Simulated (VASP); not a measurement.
# GeCN2 under changes of volume

One of the cells (13.695 Å³/atom); the others are scaled copies at fixed shape and fractional positions:

```xyz
4
Lattice="1.7927 1.0350 4.9206 -1.7927 1.0350 4.9206 0.0000 -2.0700 4.9206" Properties=species:S:1:pos:R:3 pbc="T T T"
Ge    0.0000    0.0000    0.0000
N     0.0000    0.0000    8.6206
N     0.0000    0.0000    6.1412
C     0.0000    0.0000    7.3809
```

The cell comes from a database or a generator and needn't be the stable form of this composition.

| Quantity | Value |
| --- | --- |
| Program | VASP 6.6.1 |
| Functional | PBE |
| Potentials or basis | VASP PAW PBE potentials, release 64 (Ge_d, N, C) |
| Cutoff | 520 eV |
| k mesh | 8 × 8 × 8 |
| Occupations | gaussian, width 0.02 eV |
| Spin | no spin polarisation |

```csv
volume (Å³/atom),energy over the lowest point (meV/atom),pressure (GPa),gap on the mesh (eV),largest force (eV/Å)
13.147,10.45,5.8,0.93,1.222
13.421,2.74,2.8,0.99,0.590
13.695,0.00,0.0,1.03,0.001
13.969,1.78,-2.5,1.08,0.547
14.243,?,?,?,?
```

What does the run at 14.243 Å³/atom give?

Energy over the lowest point 7.66 meV/atom; pressure -4.7 GPa; gap on the mesh 1.12 eV; largest force 1.057 eV/Å.

Worked out: A Birch-Murnaghan fit of order 2 (a polynomial in V^(-2/3)) to the other rows has its minimum at 13.72 Å³/atom with B0 = V·E''(V) = 131 GPa at fixed shape and positions, which overstates the stiffness. It gives 7.63 meV/atom at 14.243 Å³/atom, against the run's 7.66, and -dE/dV = -4.5 GPa, against -4.7. A straight line through the other rows of the gap, of slope 2.42 eV per unit of ln V, extrapolates to 1.13 eV, against the run's 1.12.

Energies are extrapolated to zero smearing.

Caveats: the standard files for N, O and F lose accuracy on very short bonds; forces of over 1 eV/Å show positions far from the minimum, so gaps and moduli don't describe the material at rest (some runs).

A mesh can miss the band edges. Spin-orbit coupling on Ge is left out.
